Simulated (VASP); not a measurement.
# Mo(100): what the settings do to the level below the vacuum, part 2 of 5

How far does the level below the vacuum of Mo(100) depend on the numerical settings, and how far on the functional?

VASP 6.6.1, plane waves and PAW; the level of theory is named at each step.

So far, highest filled level below the vacuum (eV): step 2 (the base run) 3.95.

## (3) Another mesh, mesh points along a 3, k-mesh 3×3×1

Level of this step: PBE; plane waves and PAW (Mo) (VASP).

The mesh decides how well the Fermi level or the band edge is found.

The input, INCAR:

```
SYSTEM = Mo
PREC = Normal
ENCUT = 350
EDIFF = 1E-06
NELM = 120
ISMEAR = 1
SIGMA = 0.1
LREAL = .FALSE.
ALGO = Normal
GGA = PE
NBANDS = 28
LORBIT = 11
LWAVE = .FALSE.
LCHARG = .FALSE.
NCORE = 4
IDIPOL = 3
LDIPOL = .TRUE.
DIPOL = 0.5 0.5 0.5
LVHAR = .TRUE.
LVACPOTAV = .TRUE.
```

The input, POSCAR:

```
Mo
1.0
    3.1500000000      0.0000000000      0.0000000000
    0.0000000000      3.1500000000      0.0000000000
    0.0000000000      0.0000000000     27.4500000000
Mo
7
Direct
    0.0000000000      0.0000000000      0.3278688525
    0.5000000000      0.5000000000      0.3852459016
    0.0000000000      0.0000000000      0.4426229508
    0.5000000000      0.5000000000      0.5000000000
    0.0000000000      0.0000000000      0.5573770492
    0.5000000000      0.5000000000      0.6147540984
    0.0000000000      0.0000000000      0.6721311475
```

The input, KPOINTS:

```
Automatic mesh
0
Gamma
3 3 1
0 0 0
```

Potentials, in the order of the species: Mo (PBE family, release 64).

Command:

```
> mpirun -np 4 vasp_std
```

Output:

```text
[banner, memory and clock lines left out]
running    4 mpi-ranks, on    1 nodes
 distrk:  each k-point on    4 cores,    1 groups
 distr:  one band on    4 cores,    1 groups

 POSCAR found type information on POSCAR Mo
 POSCAR found :  1 types and       7 ions
 LDA part: xc-table for (Slater+PW92), standard interpolation
 POSCAR, INCAR and KPOINTS ok, starting setup
 FFT: planning ... GRIDC
 FFT: planning ... GRID_SOFT
 FFT: planning ... GRID
 WAVECAR not read
 entering main loop
       N       E                     dE             d eps       ncg     rms          rms(c)
DAV:   1     0.172797040956E+03    0.17280E+03   -0.12967E+04   168   0.872E+02
DAV:   2    -0.535273087424E+02   -0.22632E+03   -0.21544E+03   208   0.211E+02
DAV:   3    -0.774253691281E+02   -0.23898E+02   -0.22563E+02   244   0.641E+01
DAV:   4    -0.792109870666E+02   -0.17856E+01   -0.16572E+01   264   0.163E+01
DAV:   5    -0.793017062250E+02   -0.90719E-01   -0.84193E-01   280   0.340E+00    0.337E+01
DAV:   6    -0.106835982221E+03   -0.27534E+02   -0.25874E+02   308   0.493E+01    0.349E+01
DAV:   7    -0.791295956442E+02    0.27706E+02   -0.35583E+02   288   0.634E+01    0.179E+01
DAV:   8    -0.721709697064E+02    0.69586E+01   -0.10012E+02   296   0.355E+01    0.899E+00
DAV:   9    -0.715105274177E+02    0.66044E+00   -0.14605E+01   280   0.158E+01    0.501E+00
DAV:  10    -0.715008449105E+02    0.96825E-02   -0.79972E-01   272   0.407E+00    0.454E+00
DAV:  11    -0.715118852824E+02   -0.11040E-01   -0.55729E-02   288   0.932E-01    0.468E+00
DAV:  12    -0.714582090777E+02    0.53676E-01   -0.35238E-01   288   0.234E+00    0.348E+00
DAV:  13    -0.713886216945E+02    0.69587E-01   -0.18551E-01   216   0.192E+00    0.196E+00
DAV:  14    -0.713519193036E+02    0.36702E-01   -0.70437E-02   288   0.114E+00    0.114E+00
DAV:  15    -0.713411111654E+02    0.10808E-01   -0.30791E-02   264   0.711E-01    0.664E-01
DAV:  16    -0.713380804216E+02    0.30307E-02   -0.12389E-02   296   0.470E-01    0.200E-01
DAV:  17    -0.713376330339E+02    0.44739E-03   -0.21663E-03   272   0.206E-01    0.887E-02
DAV:  18    -0.713376894430E+02   -0.56409E-04   -0.95535E-04   272   0.123E-01    0.634E-02
DAV:  19    -0.713376554409E+02    0.34002E-04   -0.14390E-04   252   0.528E-02    0.242E-02
DAV:  20    -0.713376719189E+02   -0.16478E-04   -0.51823E-05   296   0.270E-02    0.765E-03
DAV:  21    -0.713377052414E+02   -0.33322E-04   -0.14013E-05   248   0.143E-02    0.959E-03
DAV:  22    -0.713377334032E+02   -0.28162E-04   -0.10862E-05   224   0.115E-02    0.461E-03
DAV:  23    -0.713377445330E+02   -0.11130E-04   -0.24303E-06   136   0.620E-03    0.391E-03
DAV:  24    -0.713377491295E+02   -0.45966E-05   -0.10814E-06   128   0.373E-03    0.206E-03
DAV:  25    -0.713377505779E+02   -0.14484E-05   -0.42151E-07   128   0.374E-03    0.720E-04
DAV:  26    -0.713377522697E+02   -0.16918E-05   -0.41294E-07   128   0.244E-03    0.824E-04
DAV:  27    -0.713377528370E+02   -0.56722E-06   -0.13268E-07   120   0.228E-03
 [... a notice as in an earlier step ...]

   1 F= -.71337753E+02 E0= -.71327446E+02  d E =-.309200E-01
```

Wall time 6.4 s (4 MPI ranks of AMD EPYC 7R43, shared host); peak memory 0.31 GiB; 23 s of CPU time.

Parts of OUTCAR (step 3):

```text
The static configuration has the point symmetry D_4h.

 Found      3 irreducible k-points:

   k-points           NKPTS =      3   k-points in BZ     NKDIM =      3   number of bands    NBANDS=     28

   NELECT =      42.0000    total number of electrons

 E-fermi :   0.1559

 k-point     1 :       0.0000    0.0000    0.0000
  band No.  band energies     occupation
    ...
     20      -0.5779      2.00000
     21      -0.1705      2.00004
     22      -0.1705      2.00004
     23       0.0768      1.97538
     24       0.0775      1.97141
     25       0.2579     -0.05420
     26       0.3584     -0.01473
     27       0.8338     -0.00000
     28       0.8338     -0.00000

 k-point     2 :       0.3333    0.0000    0.0000
  band No.  band energies     occupation
    ...
     17      -1.0119      2.00000
     18      -0.8692      2.00000
     19      -0.7252      2.00000
     20      -0.5232      2.00000
     21      -0.2814      2.00000
     22       0.1897      0.46289
     23       0.2021      0.30282
     24       0.5569     -0.00000
     25       0.6200     -0.00000
     26       0.6436     -0.00000
    ...

  Total       -4.5635016     -4.5635016     -8.3852440      0.0000000      0.0000000     -0.0000000
  in kB      -26.8438825    -26.8438825    -49.3245158      0.0000000      0.0000000     -0.0000000
  external PRESSURE =     -34.3374270 kB  Pullay stress =       0.0000000 kB

 POSITION                                       TOTAL-FORCE (eV/Angst)
 -----------------------------------------------------------------------------------
      0.00000      0.00000      9.00000         0.000000     -0.000000      1.777017
      1.57500      1.57500     10.57500         0.000000      0.000000     -1.372721
      0.00000      0.00000     12.15000        -0.000000      0.000000     -0.036677
      1.57500      1.57500     13.72500        -0.000000     -0.000000     -0.000000
      0.00000      0.00000     15.30000         0.000000     -0.000000      0.036677
      1.57500      1.57500     16.87500        -0.000000      0.000000      1.372721
      0.00000      0.00000     18.45000        -0.000000     -0.000000     -1.777017
 -----------------------------------------------------------------------------------
    total drift:                                0.000000      0.000000      0.000000

  FREE ENERGIE OF THE ION-ELECTRON SYSTEM (eV)
  ---------------------------------------------------
  free  energy   TOTEN  =       -71.3377528370 eV

  energy  without entropy=      -71.3068328797  energy(sigma->0) =      -71.32744618

 vacuum level on the upper side and lower side of the slab         4.696         4.696

 total charge
# of ion       s       p       d       tot
------------------------------------------
    1        0.437   0.328   4.165   4.931
    2        0.525   0.549   4.293   5.368
    3        0.523   0.567   4.290   5.380
    4        0.524   0.571   4.309   5.404
    5        0.523   0.567   4.290   5.380
    6        0.525   0.549   4.293   5.368
    7        0.437   0.328   4.165   4.931
--------------------------------------------------
tot          3.494   3.461  29.806  36.761

[... 7 parts as in an earlier step ...]

[... 3 further parts left out ...]
```

Numbers from this step:

```
electronic cycles                          : 27
free energy (TOTEN)                        : -71.3378 eV
energy at zero smearing                    : -71.3274 eV
Fermi energy                               : 0.1559 eV
vacuum levels                              : 4.696, 4.696 eV
work functions of the upper and lower face : 4.540, 4.540 eV
highest filled level below the vacuum      : 4.540 eV
```

Force by atom:

| atom | x (eV/Å) | y (eV/Å) | z (eV/Å) | size |
| --- | --- | --- | --- | --- |
| Mo1 | 0.00 | 0.00 | 1.78 | 1.78 |
| Mo2 | 0.00 | 0.00 | -1.37 | 1.37 |
| Mo3 | 0.00 | 0.00 | -0.04 | 0.04 |
| Mo4 | 0.00 | 0.00 | 0.00 | 0.00 |
| Mo5 | 0.00 | 0.00 | 0.04 | 0.04 |
| Mo6 | 0.00 | 0.00 | 1.37 | 1.37 |
| Mo7 | 0.00 | 0.00 | -1.78 | 1.78 |

Against the base run its depth below the vacuum changes by +0.59 eV and the energy by +136.6 meV an atom.

## (4) Another mesh, mesh points along a 5, k-mesh 5×5×1

INCAR: that of step 3 with these lines changed.

```diff
@@ -14,3 +14,4 @@
 LCHARG = .FALSE.
-NCORE = 4
+KPAR = 2
+NCORE = 2
 IDIPOL = 3
```

POSCAR is that of step 3.

The input, KPOINTS:

```
Automatic mesh
0
Gamma
5 5 1
0 0 0
```

Command:

```
> mpirun -np 4 vasp_std
```

Output:

```text
[banner, memory and clock lines left out]
running    4 mpi-ranks, on    1 nodes
[...]
LDA part: xc-table for (Slater+PW92), standard interpolation
 POSCAR, INCAR and KPOINTS ok, starting setup
[...]
entering main loop
       N       E                     dE             d eps       ncg     rms          rms(c)
DAV:   1     0.165272285302E+03    0.16527E+03   -0.13252E+04   336   0.876E+02
DAV:   2    -0.564323204693E+02   -0.22170E+03   -0.21059E+03   432   0.213E+02
DAV:   3    -0.776752151386E+02   -0.21243E+02   -0.20461E+02   480   0.626E+01
DAV:   4    -0.794023110542E+02   -0.17271E+01   -0.16443E+01   552   0.155E+01
[...]
DAV:  28    -0.723293964191E+02   -0.24172E-05   -0.17315E-07   256   0.170E-03    0.853E-04
DAV:  29    -0.723293989577E+02   -0.25386E-05   -0.44118E-07   260   0.241E-03    0.622E-04
DAV:  30    -0.723293994498E+02   -0.49203E-06   -0.58986E-08   220   0.127E-03
 [... a notice as in an earlier step ...]

   1 F= -.72329399E+02 E0= -.72330256E+02  d E =0.256937E-02
```

Wall time 11 s (4 MPI ranks); peak memory 0.47 GiB.

From OUTCAR (step 4):

```text
  Total       -8.0650166     -8.0650166     -6.3061145      0.0000000      0.0000000      0.0000000
  in kB      -47.4408424    -47.4408424    -37.0944533      0.0000000      0.0000000      0.0000000
  external PRESSURE =     -43.9920460 kB  Pullay stress =       0.0000000 kB

 POSITION                                       TOTAL-FORCE (eV/Angst)
 -----------------------------------------------------------------------------------
      0.00000      0.00000      9.00000        -0.000000      0.000000      1.527450
      1.57500      1.57500     10.57500        -0.000000     -0.000000     -1.312267
      0.00000      0.00000     12.15000        -0.000000      0.000000     -0.067658
      1.57500      1.57500     13.72500        -0.000000      0.000000      0.000000
      0.00000      0.00000     15.30000        -0.000000      0.000000      0.067658
      1.57500      1.57500     16.87500         0.000000     -0.000000      1.312267
      0.00000      0.00000     18.45000        -0.000000      0.000000     -1.527450
 -----------------------------------------------------------------------------------
    total drift:                                0.000000      0.000000      0.000000

  FREE ENERGIE OF THE ION-ELECTRON SYSTEM (eV)
  ---------------------------------------------------
  free  energy   TOTEN  =       -72.3293994498 eV

  energy  without entropy=      -72.3319688155  energy(sigma->0) =      -72.33025590

[... 1 part as in an earlier step ...]

[... 2 further parts left out ...]
[key lines of the parts left out:]
E-fermi :   0.4390
```

Against the base run its depth below the vacuum changes by +0.02 eV and the energy by -6.7 meV an atom.

## (5) Another mesh, mesh points along a 12, k-mesh 12×12×1

INCAR: that of step 4 with these lines changed.

```diff
@@ -14,4 +14,3 @@
 LCHARG = .FALSE.
-KPAR = 2
-NCORE = 2
+KPAR = 4
 IDIPOL = 3
```

POSCAR is that of step 4.

The input, KPOINTS:

```
Automatic mesh
0
Gamma
12 12 1
0 0 0
```

Command:

```
> mpirun -np 4 vasp_std
```

Output:

```text
[... set-up lines as in an earlier step ...]
 entering main loop
       N       E                     dE             d eps       ncg     rms          rms(c)
DAV:   1     0.170523945511E+03    0.17052E+03   -0.13277E+04  1568   0.876E+02
DAV:   2    -0.575883986433E+02   -0.22811E+03   -0.21780E+03  2112   0.215E+02
DAV:   3    -0.779726826169E+02   -0.20384E+02   -0.19670E+02  2156   0.612E+01
DAV:   4    -0.794164340444E+02   -0.14438E+01   -0.14041E+01  2620   0.152E+01
[...]
DAV:  29    -0.722740634127E+02   -0.30659E-05   -0.13502E-07  1156   0.155E-03    0.751E-04
DAV:  30    -0.722740646564E+02   -0.12437E-05   -0.85272E-08  1140   0.124E-03    0.428E-04
DAV:  31    -0.722740652380E+02   -0.58155E-06   -0.61223E-08  1132   0.929E-04
 [... a notice as in an earlier step ...]

   1 F= -.72274065E+02 E0= -.72274240E+02  d E =0.522970E-03
```

It took 42 s on 4 MPI ranks; peak memory 0.76 GiB.

OUTCAR, selected parts (step 5):

```text
  Total       -7.8844872     -7.8844872     -6.0455595      0.0000000     -0.0000000      0.0000000
  in kB      -46.3789142    -46.3789142    -35.5617908      0.0000000     -0.0000000      0.0000000
  external PRESSURE =     -42.7732064 kB  Pullay stress =       0.0000000 kB

 POSITION                                       TOTAL-FORCE (eV/Angst)
 -----------------------------------------------------------------------------------
      0.00000      0.00000      9.00000         0.000000      0.000000      1.572812
      1.57500      1.57500     10.57500        -0.000000     -0.000000     -1.386983
      0.00000      0.00000     12.15000        -0.000000     -0.000000     -0.136794
      1.57500      1.57500     13.72500         0.000000      0.000000     -0.000000
      0.00000      0.00000     15.30000         0.000000     -0.000000      0.136794
      1.57500      1.57500     16.87500         0.000000      0.000000      1.386983
      0.00000      0.00000     18.45000        -0.000000      0.000000     -1.572812
 -----------------------------------------------------------------------------------
    total drift:                                0.000000      0.000000      0.000000

  FREE ENERGIE OF THE ION-ELECTRON SYSTEM (eV)
  ---------------------------------------------------
  free  energy   TOTEN  =       -72.2740652380 eV

  energy  without entropy=      -72.2745882084  energy(sigma->0) =      -72.27423956

[... 1 part as in an earlier step ...]

[... 2 further parts left out ...]
[key lines of the parts left out:]
E-fermi :   0.4081
```

Against the base run its depth below the vacuum changes by +0.00 eV and the energy by +1.3 meV an atom.

## (6) Side by side

Times are for 4 MPI ranks of AMD EPYC 7R43, shared host. The series side by side:

| no. | mesh points along a | highest filled level below the vacuum (eV) | energy at zero smearing less the lowest (eV) | time | memory (GiB) |
| --- | --- | --- | --- | --- | --- |
| 1 | 3 | 4.540 | 1.003 | 6.4 s | 0.31 |
| 2 | 5 | 3.964 | 0 | 11 s | 0.47 |
| 3 | 12 | 3.948 | 0.05602 | 42 s | 0.76 |

(Continued in part 3 of 5.)

[Lines on the potential files, build, host, timing and source positions are cut from VASP's logs without a mark.]

[Logs are printed without paths, hosts, clocks, repeated set-up lines and the standing remarks that a program may print on its own settings, such as how far it seeks lower states.]

[Hosts, paths, dates, database ids (printed as entryN), source tags and the programs' standing remarks are cut or masked in the printed files.]

[In band tables of VASP the shares of atoms and orbitals are scaled to a sum of 1 inside the atoms' spheres.]

[Runs that stopped without an error message from VASP are left out.]
